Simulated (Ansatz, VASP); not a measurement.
# As (arsenene bilayer, AA') in two plane-wave programs

One calculation is typed for both programs; each brings its own data sets. How far apart do they land? The cell is taken from a series of runs on this material, whose earlier steps may have relaxed, scaled, displaced or heated it; both programs get it as it stands.

Program: Ansatz 0.2.0. Level of theory: plane waves, with VASP 6.6.1 beside it; single point at PBE with D3(BJ). Results are calculated unless marked as measured.

## 1. The starting structure

The cell holds 4 atoms: 4 As. Cell: a = 3.569 Å, b = 3.569 Å, c = 24.643 Å, α = 90.0°, β = 90.0°, γ = 120.0°. Vacuum lies along c.

## 2. Ansatz: single point, PBE with D3(BJ)

Ansatz runs on its default PAW (the set named soft_2) files.

With cell and atoms fixed, the geometry can't cause a difference; cores, projectors, grids and the points listed under the comparison can.

input.yaml

```yaml
crystal:
  lattice:
    - [3.5692371621, 0.0, 0.0]
    - [-1.7846185811, 3.0910500545, 0.0]
    - [0.0, 0.0, 24.6426272844]
  atoms:
    - { symbol: As, position: [0.6666666667, 0.3333333333, 0.3652207979] }
    - { symbol: As, position: [0.3333333333, 0.6666666667, 0.421981544] }
    - { symbol: As, position: [0.3333333333, 0.6666666667, 0.578018456] }
    - { symbol: As, position: [0.6666666667, 0.3333333333, 0.6347792021] }
kpoints:
  mp_grid: { grid: [18, 18, 1] }
  band_path:
    path: [[0, 0, 0], [0.5, 0, 0], [0.33333333, 0.33333333, 0], [0, 0, 0]]
    npoints: 16
hamiltonian:
  xc: pbe
  dispersion: d3bj
scf:
  occupations: { method: fermi_dirac, width: 0.02585 }
  convergence: { dr2_threshold: 1.0e-10 }
efield:
  axis: 3
  dipole_correction: true
  ramp_position: 0.97
  ramp_width: 0.06
  amplitude: 0
output:
  dos: { projected: true, e_range: [-6, 5] }
  bader: true
  write_potential: true
  write_density: true
  volumetric_format: npy
  elf: true
```

Run with:

```bash
ansatz run input.yaml --threads 4 --pin off --max-ram 6144MiB --backend cpu --events-out ev --progress --plain --runs-dir out
```

Numbers of over 12 decimals in the logs are rounded to 6 here.

What it wrote:

```text
Engine: ansatz 0.2.0, aarch64-unknown-linux-gnu
Pseudopotentials: kind: paw
Pseudopotential: As, paw, valence charge 15, recommended cutoff 420 eV (normal), As.paw.azcp
Functional definition: PBE
  parameter kappa = 0.804
  parameter beta = 0.066725
  exchange = pbe_x(kappa = kappa, mu = beta*pi^2/3)
  correlation = pbe_c(beta = beta)
Crystal: 4 atoms, lattice volume = 271.874 Å³
Basis set: ecut = 420 eV, 5237 PW (Γ)
Bands: 36, of which v1, the nominal top of the filled ones, is band 30 counted from 1 (29 counted from 0)
Symmetry: 6 space group operations
k-points: 37 of 324 (time reversal used)
Non-local potential: As, projectors of the file, l = 0: 2, l = 1: 2, l = 2: 3, l = 3: 1
PAW form: soft (Blöchl's): semilocal exchange-correlation on the pseudo side does not see the compensation charge
PAW one-centre angular grid: As, 590 points (default); XC on 64 Gauss nodes
Initial density: superposition of atomic densities (neutral atoms: chi_scale 0, normalization atom), corrected by the library's trained network
Initial wavefunctions: pseudopotential atomic-orbital guess
Functional: x = pbe(κ = 0.804, μ = 0.219515), c = pbe(β = 0.066725)
SCF iter   1: F=—  HF=-19425.513600 eV  |F-HF|=—  |Δ(HF+E_count)|=         —  Δρ=9.22e-4  dr2=2.90e-3  ethr=1.77e-3  p=0.000 e·Å  D=2.07e-16 V/Å  ΔV_dip=-0.00 eV  dr2_dipole=1.55e-9  V_vac-E_F(+/−)=4.58/4.58 eV  ⟨swp⟩=7.8  Hψ=5760  notcnv=0
efield: sawtooth ramp at fractional position 0.9700 (set: `efield.ramp_position`, or a place that a band, a saddle search or an elastic batch's reference lends), width 0.0600; the density the first Hamiltonian is built on has a dipole p = 0.000 e·Å; the dipole correction subtracts the counter field D = 2.07e-16 V/Å, which shifts the + side's vacuum level by -0.00 eV against the − side's; the planar-averaged density in the ramp window peaks in size at 6.2e-6 e/Å³
preconditioner: auto → Resta (q_TF=auto, 2.121 Å⁻¹)  ε∞=2.3  [insulator: Δε(μ)=1.274 eV  Ē_g=8.815 eV  σ=0.026 eV  W_gap=1.00  n_scr=46 (ndim 8)  ℏωp=10.1 eV  f_vac=0.602  D(μ)=0.00/eV (n_scr^D=0)  ε∞_Penn≈2.3  vacuum switching on, ρ_ref=5.6e-3 e/Å³]
SCF iter   2: F=—  HF=-19425.514023 eV  |F-HF|=—  |Δ(HF+E_count)|=   4.22e-4  Δρ=5.49e-4  dr2=9.16e-4  ethr=4.83e-6  p=-0.000 e·Å  D=-1.03e-5 V/Å  ΔV_dip=0.00 eV  dr2_dipole=4.90e-9  V_vac-E_F(+/−)=4.60/4.60 eV  ⟨swp⟩=2.0  Hψ=2902  notcnv=0  defer=58
SCF iter   3: F=—  HF=-19425.514447 eV  |F-HF|=—  |Δ(HF+E_count)|=   4.24e-4  Δρ=1.88e-4  dr2=5.10e-4  ethr=1.53e-6  p=0.000 e·Å  D=2.59e-5 V/Å  ΔV_dip=-0.00 eV  dr2_dipole=4.90e-8  V_vac-E_F(+/−)=4.60/4.60 eV  ⟨swp⟩=2.0  Hψ=2548  notcnv=0  defer=58
SCF iter   4: F=—  HF=-19425.514415 eV  |F-HF|=—  |Δ(HF+E_count)|=   3.18e-5  Δρ=1.07e-4  dr2=1.62e-4  ethr=8.50e-7  p=-0.000 e·Å  D=-1.81e-5 V/Å  ΔV_dip=0.00 eV  dr2_dipole=2.43e-8  V_vac-E_F(+/−)=4.62/4.62 eV  ⟨swp⟩=2.4  Hψ=1838  notcnv=0  defer=58
SCF iter   5: F=—  HF=-19425.514389 eV  |F-HF|=—  |Δ(HF+E_count)|=   2.59e-5  Δρ=5.55e-5  dr2=9.39e-6  ethr=2.69e-7  p=0.000 e·Å  D=2.47e-6 V/Å  ΔV_dip=-0.00 eV  dr2_dipole=3.74e-10  V_vac-E_F(+/−)=4.62/4.62 eV  ⟨swp⟩=2.0  Hψ=1410  notcnv=0  defer=58
SCF iter   6: F=—  HF=-19425.514391 eV  |F-HF|=—  |Δ(HF+E_count)|=   1.51e-6  Δρ=1.50e-5  dr2=7.62e-7  ethr=1.57e-8  p=-0.000 e·Å  D=-9.05e-6 V/Å  ΔV_dip=0.00 eV  dr2_dipole=5.52e-9  V_vac-E_F(+/−)=4.62/4.62 eV  ⟨swp⟩=2.0  Hψ=2384  notcnv=0  defer=58
SCF iter   7: F=—  HF=-19425.514400 eV  |F-HF|=—  |Δ(HF+E_count)|=   9.14e-6  Δρ=5.49e-6  dr2=1.84e-7  ethr=1.27e-9  p=0.000 e·Å  D=2.30e-5 V/Å  ΔV_dip=-0.00 eV  dr2_dipole=3.90e-8  V_vac-E_F(+/−)=4.62/4.62 eV  ⟨swp⟩=2.0  Hψ=2385  notcnv=0  defer=58
SCF iter   8: F=—  HF=-19425.514400 eV  |F-HF|=—  |Δ(HF+E_count)|=   1.96e-8  Δρ=4.94e-6  dr2=4.81e-7  ethr=3.07e-10  p=-0.000 e·Å  D=-4.90e-5 V/Å  ΔV_dip=0.00 eV  dr2_dipole=1.74e-7  V_vac-E_F(+/−)=4.62/4.62 eV  ⟨swp⟩=2.0  Hψ=2384  notcnv=0  defer=58
SCF iter   9: F=—  HF=-19425.514400 eV  |F-HF|=—  |Δ(HF+E_count)|=   6.75e-8  Δρ=9.63e-7  dr2=9.51e-9  ethr=3.07e-10  p=-0.000 e·Å  D=-6.48e-6 V/Å  ΔV_dip=0.00 eV  dr2_dipole=3.08e-9  V_vac-E_F(+/−)=4.62/4.62 eV  ⟨swp⟩=2.0  Hψ=1455  notcnv=0  defer=58
SCF iter  10: F=—  HF=-19425.514400 eV  |F-HF|=—  |Δ(HF+E_count)|=  4.33e-10  Δρ=2.78e-7  dr2=1.85e-10  ethr=1.59e-11  p=-0.000 e·Å  D=-7.30e-7 V/Å  ΔV_dip=0.00 eV  dr2_dipole=2.50e-11  V_vac-E_F(+/−)=4.62/4.62 eV  ⟨swp⟩=2.8  Hψ=2256  notcnv=0  defer=58
SCF iter  11: F=-19425.514400 eV  HF=-19425.514400 eV  |F-HF|=4.73e-11  |Δ(HF+E_count)|=  3.13e-10  Δρ=3.84e-8  dr2=6.41e-12  ethr=1.00e-12  p=-0.000 e·Å  D=-9.84e-8 V/Å  ΔV_dip=0.00 eV  dr2_dipole=6.25e-13  V_vac-E_F(+/−)=4.62/4.62 eV  ⟨swp⟩=7.8  Hψ=3779  notcnv=0
SCF 1 converged in 11 iterations: F = -19425.514400 eV  dr2 = 6.41e-12
  greatest PAW one-centre occupation: 0.999 electrons in one spin orbital (limit 2), on the As atom at site 3 (counted from 0), in its partial waves of l = 2
NSCF: frozen V_eff on 49 k-points
efield: sawtooth ramp at fractional position 0.9700 (kept from the solve that this one continues, or follows in the run), width 0.0600; the density the first Hamiltonian is built on has a dipole p = -0.000 e·Å; the dipole correction subtracts the counter field D = -9.84e-8 V/Å, which shifts the + side's vacuum level by +0.00 eV against the − side's; the planar-averaged density in the ramp window peaks in size at 8.7e-8 e/Å³
WARN: The output density's exchange-correlation potential varies sharply where the density is thin. Do not read a vacuum level from v_tot or v_xc, or from such a field of the output density. On a cell that repeats whose density bears no net charge and no dipole along the vacuum's axis use v_es (v_loc + v_h of the components); under efield.dipole_correction with no amplitude use v_es + v_field, which holds any externa [...]
SCF converged after 11 iterations
Free energy (F): -19425.514400 eV
Harris-Foulkes:  -19425.514400 eV  (|F-HF|=4.73e-11)
Internal energy: -19425.514400 eV  (E = F + TS)
E sigma→0 (E₀):  -19425.514400 eV
Fermi energy:    0.168041 eV
Dipole field:    D = 0.000001 V/Å  (p = 0.000001 e·Å, saw-weighted, corrected)
Work function:   Φ+ = 4.6222 eV   Φ− = 4.6223 eV
Levels:          The Fermi level and band energies are counted from a zero that moves with the ramp; work functions are not
--- Per-component energies (eV) ---
  E_band       = -1541.815751
  E_kinetic    = 409.100138
  E_local      = -54415.070363  (includes V_loc(G=0)·N_el)
  E_nonlocal   = -2682.948170
  E_hartree    = 27265.036775
  E_xc         = -315.883844
  E_vxc        = -315.221876  (∫ρ·V_xc dr)
  E_paw        = -7338.198287  (= ΣΔE_a)
  E_vpaw       = 932.251122  (= ΣTr[D̂ρ^β])
  E_aug_tail   = 0.000028  (compensation charges beyond the density's cutoff)
  E_efield     = 0.000000  (sawtooth field / dipole correction)
  E_vefield    = 0.000000  (∫n·V_field dr)
  E_ewald      = 17653.463132
  E_disp       = -1.013810  (pairwise vdW)
  E_smearing   = -0.000000  (= −TS)
  E_closure    = -0.000000  (closes the sum)
  Σ components = -19425.514400   (vs F -19425.514400, Δ=0.00e0)
--- Band table (eV; the first three rows and the last of 37) ---
  k-point 0: bands = [... 26 lower, -0.4964, -0.4964, -0.4668, -0.4668, 1.4496, 1.8598, 2.9877, 2.9877, ... 2 higher]
  k-point 1: bands = [... 26 lower, -0.9611, -0.6041, -0.5971, -0.5673, 1.8460, 2.2145, 2.8844, 2.9897, ... 2 higher]
  k-point 2: bands = [... 26 lower, -1.5686, -0.8548, -0.8246, -0.5753, 2.0664, 2.2934, 3.0337, 3.3299, ... 2 higher]
  k-point 36: bands = [... 26 lower, -2.9326, -2.6637, -2.5492, -2.3185, 1.1464, 1.5695, 3.6080, 3.6175, ... 2 higher]
--- Bader charges: 4 sites ---
  site symbol  charge [e]  shift [e]
     0     As     -0.0017     0.0000
     1     As      0.0017     0.0000
     2     As      0.0017     0.0000
     3     As     -0.0017     0.0000
  estimated error of the sums over rays = 1.4e-4 e
```

## 3. VASP: single point, PBE with D3(BJ)

The same cell, functional, mesh and smearing now go to VASP, with its own data sets.

Lines of VASP's logs that name or quote its potential files are left out, and so is its time.

INCAR

```
SYSTEM = As
PREC = Accurate
ENCUT = 400
EDIFF = 1E-06
NELM = 120
ISMEAR = -1
SIGMA = 0.02585
LREAL = .FALSE.
ALGO = Normal
GGA = PE
IVDW = 12
NBANDS = 16
LORBIT = 11
LWAVE = .FALSE.
LCHARG = .FALSE.
ISIF = 2
LDIPOL = .TRUE.
IDIPOL = 3
DIPOL = 0.5 0.5 0.5
LVHAR = .TRUE.
LASPH = .TRUE.
GGA_COMPAT = .FALSE.
EFERMI = MIDGAP
NELMDL = -8
```

POSCAR

```
As
1.0
    3.5692371621      0.0000000000      0.0000000000
   -1.7846185811      3.0910500545      0.0000000000
    0.0000000000      0.0000000000     24.6426272844
As
4
Direct
    0.6666666667      0.3333333333      0.3652207979
    0.3333333333      0.6666666667      0.4219815440
    0.3333333333      0.6666666667      0.5780184560
    0.6666666667      0.3333333333      0.6347792021
```

KPOINTS

```
Automatic mesh
0
Gamma
18 18 1
0 0 0
```

The projector-augmented-wave data sets are As (PBE family, release 64).

Run with:

```bash
mpirun -np 1 vasp_std
```

What it wrote:

```text
[banner, memory and clock lines left out]
running    1 mpi-ranks, on    1 nodes
 distrk:  each k-point on    1 cores,    1 groups
 distr:  one band on    1 cores,    1 groups

 POSCAR found type information on POSCAR As
 POSCAR found :  1 types and       4 ions
 LDA part: xc-table for (Slater+PW92), standard interpolation
 POSCAR, INCAR and KPOINTS ok, starting setup
 FFT: planning ... GRIDC
 FFT: planning ... GRID_SOFT
 FFT: planning ... GRID
 WAVECAR not read
 entering main loop
       N       E                     dE             d eps       ncg     rms          rms(c)
DAV:   1     0.112005515905E+03    0.11201E+03   -0.57016E+03  1184   0.731E+02
DAV:   2    -0.698944614067E+01   -0.11899E+03   -0.11374E+03  1656   0.141E+02
DAV:   3    -0.185182020011E+02   -0.11529E+02   -0.11482E+02  1744   0.531E+01
DAV:   4    -0.187437601901E+02   -0.22556E+00   -0.22517E+00  1560   0.888E+00
DAV:   5    -0.187482780521E+02   -0.45179E-02   -0.45176E-02  1552   0.115E+00
DAV:   6    -0.187484383887E+02   -0.16034E-03   -0.16034E-03  1656   0.209E-01
DAV:   7    -0.187484448290E+02   -0.64403E-05   -0.64404E-05  1608   0.346E-02
DAV:   8    -0.187484451683E+02   -0.33932E-06   -0.33927E-06  1432   0.739E-03    0.475E+00
DAV:   9    -0.186674824482E+02    0.80963E-01   -0.44311E-02  1464   0.102E+00    0.282E+00
DAV:  10    -0.186243939557E+02    0.43088E-01   -0.91133E-02  1552   0.151E+00    0.168E-01
DAV:  11    -0.186254412099E+02   -0.10473E-02   -0.31250E-03  1448   0.296E-01    0.460E-02
DAV:  12    -0.186254889144E+02   -0.47704E-04   -0.25089E-04  1656   0.889E-02    0.254E-02
DAV:  13    -0.186255081607E+02   -0.19246E-04   -0.14923E-04  1504   0.524E-02    0.105E-02
DAV:  14    -0.186255265725E+02   -0.18412E-04   -0.47941E-06  1464   0.106E-02    0.590E-03
DAV:  15    -0.186256174407E+02   -0.90868E-04   -0.25044E-05  1400   0.184E-02    0.227E-03
DAV:  16    -0.186256541774E+02   -0.36737E-04   -0.56010E-06  1512   0.737E-03    0.173E-03
DAV:  17    -0.186256774245E+02   -0.23247E-04   -0.29422E-06  1440   0.617E-03    0.101E-03
DAV:  18    -0.186256819287E+02   -0.45042E-05   -0.19377E-07  1232   0.169E-03    0.447E-04
DAV:  19    -0.186256877964E+02   -0.58677E-05   -0.41906E-07  1216   0.149E-03    0.372E-04
DAV:  20    -0.186256896910E+02   -0.18945E-05   -0.11146E-07  1136   0.723E-04    0.176E-04
DAV:  21    -0.186256935327E+02   -0.38417E-05   -0.14757E-07   944   0.897E-04    0.122E-04
DAV:  22    -0.186256943519E+02   -0.81918E-06   -0.19176E-08   928   0.346E-04
   1 F= -.19639381E+02 E0= -.19639381E+02  d E =-.151037E-11
```

From OUTCAR (step 3):

```text
ion  position               nearest neighbor table
   1  0.667  0.333  0.365-   2 2.49   2 2.49   2 2.49
   2  0.333  0.667  0.422-   1 2.49   1 2.49   1 2.49
   3  0.333  0.667  0.578-   4 2.49   4 2.49   4 2.49
   4  0.667  0.333  0.635-   3 2.49   3 2.49   3 2.49

  LATTYP: Found a hexagonal cell.
 ALAT       =     3.5692371621
 C/A-ratio  =     6.9041720024

 Subroutine GETGRP returns: Found 12 space group operations
 (whereof 12 operations were pure point group operations)

The static configuration has the point symmetry D_3h.

 Found     37 irreducible k-points:

   k-points           NKPTS =     37   k-points in BZ     NKDIM =     37   number of bands    NBANDS=     16

   dimension x,y,z NGX =    24 NGY =   24 NGZ =  162
   dimension x,y,z NGXF=    48 NGYF=   48 NGZF=  324

   ENCUT  =  400.0 eV  29.40 Ry    5.42 a.u.   5.82  5.82 40.19*2*pi/ulx,y,z

   NELECT =      20.0000    total number of electrons

 k-points in reciprocal lattice and weights: Automatic mesh
   0.00000000  0.00000000  0.00000000       0.003
   0.05555556 -0.00000000  0.00000000       0.019
   0.11111111 -0.00000000  0.00000000       0.019
   0.16666667  0.00000000  0.00000000       0.019
   0.22222222 -0.00000000  0.00000000       0.019
   0.27777778 -0.00000000  0.00000000       0.019
   0.33333333 -0.00000000  0.00000000       0.019
   0.38888889 -0.00000000  0.00000000       0.019
   0.44444444 -0.00000000  0.00000000       0.019
[...]
0.33333333  0.27777778  0.00000000       0.037
   0.33333333  0.33333333  0.00000000       0.006

 dipolmoment           0.000000      0.000000      0.000000 electrons x Angstroem

 average (electrostatic) potential at core
       1 -56.4779       2 -56.4804       3 -56.4804       4 -56.4779

 E-fermi :  -1.5246

 k-point     1 :       0.0000    0.0000    0.0000
  band No.  band energies     occupation
    ...
      6      -2.3350      2.00000
      7      -2.1918      2.00000
      8      -2.1918      2.00000
      9      -2.1625      2.00000
     10      -2.1625      2.00000
     11      -0.2578      0.00000
     12       0.1469      0.00000
     13       1.3005      0.00000
     14       1.3005      0.00000
     15       1.3728      0.00000
    ...

 k-point     2 :       0.0556   -0.0000    0.0000
  band No.  band energies     occupation
    ...
      6      -2.6802      2.00000
      7      -2.6571      2.00000
      8      -2.2927      2.00000
      9      -2.2760      2.00000
     10      -2.2631      2.00000
     11       0.1420      0.00000
     12       0.5053      0.00000
     13       1.1980      0.00000
     14       1.3016      0.00000
     15       1.4013      0.00000
    ...

 k-point     3 :       0.1111   -0.0000    0.0000
  band No.  band energies     occupation
    ...
      6      -3.5211      2.00000
      7      -3.2432      2.00000
      8      -2.5509      2.00000
      9      -2.5208      2.00000
     10      -2.2442      2.00000
     11       0.3717      0.00000
     12       0.5974      0.00000
     13       1.3444      0.00000
     14       1.6455      0.00000
     15       1.6466      0.00000
    ...

 Edisp (eV)   -1.01369

  Total       0.15489     0.15489     0.24003    -0.00000     0.00000     0.00000
  in kB       0.91277     0.91277     1.41453    -0.00000     0.00000     0.00000
  external pressure =        1.08 kB  Pullay stress =        0.00 kB

  energy-cutoff  :      400.00
  volume of cell :      271.87
      direct lattice vectors                 reciprocal lattice vectors
     3.569237162  0.000000000  0.000000000     0.280171912  0.161757329  0.000000000
    -1.784618581  3.091050055  0.000000000     0.000000000  0.323514658  0.000000000
     0.000000000  0.000000000 24.642627284     0.000000000  0.000000000  0.040580089

 POSITION                                       TOTAL-FORCE (eV/Angst)
 -----------------------------------------------------------------------------------
      1.78462      1.03035      9.00000        -0.000000      0.000000     -0.092449
     -0.00000      2.06070     10.39873         0.000000      0.000000      0.092232
     -0.00000      2.06070     14.24389         0.000000     -0.000000     -0.092232
      1.78462      1.03035     15.64263        -0.000000     -0.000000      0.092449
 -----------------------------------------------------------------------------------
    total drift:                               -0.000000      0.000000      0.000000

  FREE ENERGIE OF THE ION-ELECTRON SYSTEM (eV)
  ---------------------------------------------------
  free  energy   TOTEN  =       -19.6393805238 eV

  energy  without entropy=      -19.6393805238  energy(sigma->0) =      -19.63938052

 vacuum level on the upper side and lower side of the slab         3.119         3.119

 total charge
# of ion       s       p       d       tot
------------------------------------------
    1        1.294   1.381   0.044   2.719
    2        1.297   1.380   0.044   2.721
    3        1.297   1.380   0.044   2.721
    4        1.294   1.381   0.044   2.719
--------------------------------------------------
tot          5.182   5.523   0.175  10.880

[... 3 further parts left out ...]
```

## 4. Differences

Known differences besides the potentials themselves: the data sets hold 60 valence electrons in Ansatz (on its default PAW (the set named soft_2) files) and 20 in VASP; the cutoff is 420 eV in Ansatz and 400 eV in VASP. Total energies have different zeros and are not compared.

Both answers:

```csv
quantity,Ansatz,VASP,difference
gap on the k mesh (eV),1.271,1.276,-0.005
```

A gap on the mesh is an upper bound, since the band edges may lie between its points. With vacuum in the cell, a pressure given here is an average over mostly empty space and none of the material.

## 5. Results

```json
{
  "difference in gap on the k mesh (single point, PBE with D3(BJ))": "-0.0046 eV"
}
```

**Reading.** The difference in gap on the k mesh is -0.0046 eV (single point, PBE with D3(BJ)), within the 0.08 eV picked in this series as the mark of a large difference. The data sets hold unlike numbers of valence electrons (60 in Ansatz and 20 in VASP), so part of the differences comes from the potentials. How closely two codes agree says nothing of how well the functional describes the real material.

[Lines on the potential files, build, host, timing and source positions are cut from VASP's logs without a mark.]

[Logs are printed without paths, hosts, clocks, repeated set-up lines and the standing remarks that a program may print on its own settings, such as how far it seeks lower states.]

[Hosts, paths, dates, database ids (printed as entryN), source tags and the programs' standing remarks are cut or masked in the printed files.]
